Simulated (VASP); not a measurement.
These are HSE06 screened hybrid, VASP's PBE PAW potentials (set 64) (plane waves; VASP 6.6.1) values and carry that method's errors.

Input for VASP

### INCAR
```
AEXX  =  0.25
ALGO  =  Normal
EDIFF  =  1E-5
ENCUT  =  400
GGA  =  PE
HFSCREEN  =  0.2
ISIF  =  0
ISMEAR  =  0
ISYM  =  0
LASPH  =  T
LCHARG  =  F
LHFCALC  =  T
LMAXMIX  =  4
LREAL  =  Auto
LWAVE  =  F
NELECT  =  252.0
NELM  =  50
NELMIN  =  4
PREC  =  Normal
PRECFOCK  =  Fast
SIGMA  =  0.05
SYSTEM  =  Ga31As32
```

**POSCAR**
```
Ga31As32
1
   11.5222104216     0.0000000000     0.0000000000
    0.0000000000    11.5222104216     0.0000000000
    0.0000000000     0.0000000000    11.5222104216
Ga As
31 32
Direct
  0.5001721101   0.0004765734   0.0001962136
  0.7493607892   0.2503900155   0.9997202134
  0.7493827642   0.9992469452   0.2509697982
  0.0000743913   0.9998994147   0.0000442683
  0.2509465666   0.2506607641   0.0008879642
  0.5000335550   0.4999799520   0.0003409909
  0.7492359870   0.7491565652   0.0008073374
  0.2509819622   0.0011090414   0.2509922998
  0.5040808363   0.2541776511   0.2542701798
  0.7460274880   0.4959558416   0.2541592156
  0.5000236568   0.0002379138   0.5000294990
  0.7459293576   0.2542688798   0.4960683003
  0.7491077172   0.0008733826   0.7491621665
  0.0000350484   0.4996637815   0.0003131362
  0.2507411682   0.7493818880   0.9995787681
  0.0008556897   0.2506661797   0.2509062493
  0.2536415140   0.5032633713   0.2536047916
  0.4967069341   0.7464451651   0.2535334466
  0.9999249264   0.0002612281   0.4999773615
  0.2538352796   0.2538572911   0.5037681224
  0.7467015781   0.7465127873   0.5034512079
  0.2508905842   0.9993055617   0.7493276712
  0.4963690608   0.2539479469   0.7461479251
  0.7465411761   0.5031793144   0.7466249957
  0.9992642757   0.7493052416   0.2509755919
  0.0001207323   0.5000348196   0.5000446877
  0.2535053708   0.7465682570   0.4967365812
  0.9995292216   0.2505608697   0.7492934918
  0.2538128000   0.4961685754   0.7463405738
  0.5035045301   0.7463485420   0.7467381635
  0.0006879682   0.7492578511   0.7492044290
  0.6255621255   0.1253398278   0.1256592997
  0.8747544168   0.3744233798   0.1255133068
  0.8746774554   0.1254620632   0.3745573959
  0.1251456856   0.1251840711   0.1251626297
  0.3755093099   0.3752714136   0.1264197701
  0.6248012079   0.6245931416   0.1263585572
  0.8749017842   0.8749546529   0.1251959160
  0.3755748304   0.1266254699   0.3755502370
  0.6148549114   0.3853980534   0.3850653740
  0.8738803823   0.6245821005   0.3753565199
  0.6246281608   0.1264698005   0.6245165282
  0.8739571866   0.3752956963   0.6246467590
  0.8749065106   0.1250919808   0.8749647281
  0.1251488996   0.6256241184   0.1253989599
  0.3745175185   0.8751212401   0.1253225880
  0.1262435469   0.3753500351   0.3754776678
  0.3830842558   0.6169150623   0.3832680867
  0.6246539668   0.8739814627   0.3754517486
  0.1253340038   0.1252258586   0.6255591509
  0.3841027730   0.3843185998   0.6158126684
  0.6167838718   0.6169784268   0.6166353187
  0.8748580602   0.8750595022   0.6256162824
  0.3745050921   0.1254011314   0.8748060377
  0.6246894746   0.3752296885   0.8741428507
  0.8748761965   0.6255554553   0.8749201011
  0.1251930128   0.8751030142   0.3745268363
  0.1261496477   0.6246761019   0.6247983862
  0.3754586072   0.8740210061   0.6247689230
  0.1253040291   0.3744311624   0.8749943062
  0.3752252249   0.6246694872   0.8741634600
  0.6255386162   0.8750470477   0.8749837850
  0.1251071953   0.8749693359   0.8749211792
```

**KPOINTS**
```
Automatic mesh
0
Gamma
1 1 1
0 0 0
```

POTCAR, in this order: Ga As (PBE.64 set). Program: vasp_gam. Read from the step before: WAVECAR.

What VASP printed:

**OSZICAR**
```
       N       E                     dE             d eps       ncg     rms          rms(c)
DAV:   1    -0.306655248588E+03   -0.30666E+03   -0.21760E+01   316   0.125E+01    0.136E+01
DAV:   2    -0.306789794139E+03   -0.13455E+00   -0.56125E-01   346   0.116E+00    0.897E+00
DAV:   3    -0.306737821539E+03    0.51973E-01   -0.60833E-02   354   0.457E-01    0.530E+00
DAV:   4    -0.306718652761E+03    0.19169E-01   -0.60225E-02   346   0.378E-01    0.298E+00
DAV:   5    -0.306713753834E+03    0.48989E-02   -0.28818E-02   354   0.220E-01    0.169E+00
DAV:   6    -0.306713446807E+03    0.30703E-03   -0.20520E-02   362   0.138E-01    0.986E-01
DAV:   7    -0.306713602854E+03   -0.15605E-03   -0.21578E-02   346   0.166E-01    0.590E-01
DAV:   8    -0.306713867484E+03   -0.26463E-03   -0.22645E-02   346   0.173E-01    0.354E-01
DAV:   9    -0.306717414431E+03   -0.35469E-02   -0.29030E-02   346   0.122E-01    0.287E-01
DAV:  10    -0.306725044461E+03   -0.76300E-02   -0.40920E-02   352   0.970E-02    0.352E-01
DAV:  11    -0.306733047022E+03   -0.80026E-02   -0.42436E-02   362   0.154E-01    0.396E-01
DAV:  12    -0.306734655994E+03   -0.16090E-02   -0.28040E-02   354   0.196E-01    0.351E-01
DAV:  13    -0.306732701311E+03    0.19547E-02   -0.13860E-02   354   0.186E-01    0.241E-01
DAV:  14    -0.306731762904E+03    0.93841E-03   -0.60692E-03   378   0.118E-01    0.159E-01
DAV:  15    -0.306731687984E+03    0.74921E-04   -0.26846E-03   360   0.556E-02    0.116E-01
DAV:  16    -0.306731740613E+03   -0.52630E-04   -0.24215E-03   352   0.634E-02    0.861E-02
DAV:  17    -0.306731842193E+03   -0.10158E-03   -0.19369E-03   352   0.629E-02    0.579E-02
DAV:  18    -0.306731906661E+03   -0.64467E-04   -0.71152E-04   344   0.387E-02    0.449E-02
DAV:  19    -0.306731894019E+03    0.12642E-04   -0.91311E-05   338   0.147E-02    0.323E-02
DAV:  20    -0.306731878461E+03    0.15557E-04   -0.19613E-05   234   0.797E-03    0.198E-02
DAV:  21    -0.306731873989E+03    0.44722E-05   -0.15442E-05   202   0.635E-03
   1 F= -.30673187E+03 E0= -.30672885E+03  d E =-.604969E-02
```

File OUTCAR:
```
------------------------ aborting loop because EDIFF is reached ----------------------------------------
  volume of cell :     1529.70
      direct lattice vectors                 reciprocal lattice vectors
    11.522210422  0.000000000  0.000000000     0.086788903  0.000000000  0.000000000
     0.000000000 11.522210422  0.000000000     0.000000000  0.086788903  0.000000000
     0.000000000  0.000000000 11.522210422     0.000000000  0.000000000  0.086788903
  FREE ENERGIE OF THE ION-ELECTRON SYSTEM (eV)
  ---------------------------------------------------
  free  energy   TOTEN  =      -306.7318739893 eV

  energy  without entropy=     -306.7258242960  energy(sigma->0) =     -306.72884914

  exchange ACFDT corr.  =         0.00000000  see jH, gK, PRB 81, 115126
```
(Selected blocks of OUTCAR.)

The cell is charged, with a uniform compensating background. The supercell is sampled at Γ alone, which is coarse: total energies, pressure and levels can be off, energies of defects by several tenths of an eV.

The cell is a supercell with a defect, built from GaAs (zinc blende): vac_Ga, charge +1. The cell's shape comes from a PBE relaxation. The run is not spin-polarised, so no state with unpaired spins was tried.
